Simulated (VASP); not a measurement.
VASP ran on this input.

### KPOINTS
```
Automatic mesh
0
Gamma
14 14 7
0 0 0
```

POSCAR:
```
Y
1
    1.5477944363    -2.6808616098     0.0000000000
    1.5477944363     2.6808616098     0.0000000000
   -0.0000000000     0.0000000000     5.0291194028
Y
2
Direct
  0.3333330000   0.6666670000   0.2500000000
  0.6666670000   0.3333330000   0.7500000000
```

**INCAR**
```
SYSTEM = Y
PREC = Accurate; ENCUT = 500; LREAL = .False.
LASPH = .True.
EDIFF = 1E-6; NELM = 100; ALGO = Normal
LMAXMIX = 4
ISMEAR = 1; SIGMA = 0.1
GGA = PS
IBRION = 2; NSW = 40; ISIF = 3
EDIFFG = -0.02; PSTRESS = 450
LWAVE = .False.; LCHARG = .False.
```

POTCAR, in this order: Y_sv (PBE.64 set). Program: vasp_std.

**Question.** Write an equivalent input for Quantum ESPRESSO's pw.x.

**Answer.** One equivalent input (not run):
```
&CONTROL
  calculation = 'vc-relax'
  pseudo_dir = './pseudo'
  outdir = './out'
  tprnfor = .true.
  tstress = .true.
  nstep = 40
  forc_conv_thr = 0.00078
/
&SYSTEM
  ibrav = 0
  nat = 2
  ntyp = 1
  ecutwfc = 72
  occupations = 'smearing'
  smearing = 'methfessel-paxton'
  degauss = 0.00735
  input_dft = 'pbesol'
/
&ELECTRONS
  conv_thr = 7.3e-08
  electron_maxstep = 100
/
&IONS
/
&CELL
  press = 450
/
ATOMIC_SPECIES
  Y 88.906 Y.upf
CELL_PARAMETERS angstrom
     1.5477944   -2.6808616    0.0000000
     1.5477944    2.6808616    0.0000000
    -0.0000000    0.0000000    5.0291194
ATOMIC_POSITIONS crystal
  Y    0.3333330  0.6666670  0.2500000
  Y    0.6666670  0.3333330  0.7500000
K_POINTS automatic
  14 14 7 0 0 0
```
What does not carry over: the potentials are each code's own (VASP's PAW set, PseudoDojo norm-conserving files in pw.x), so ENCUT and ecutwfc are chosen apart and not converted; conv_thr bounds pw.x's estimated SCF error, while EDIFF bounds the energy change between steps; forc_conv_thr acts on force components and is met together with etot_conv_thr.

The compound is Y in the hcp structure. This run relaxes it under an external pressure of 45 GPa. Symmetry was kept, so distortions that lower it aren't found.
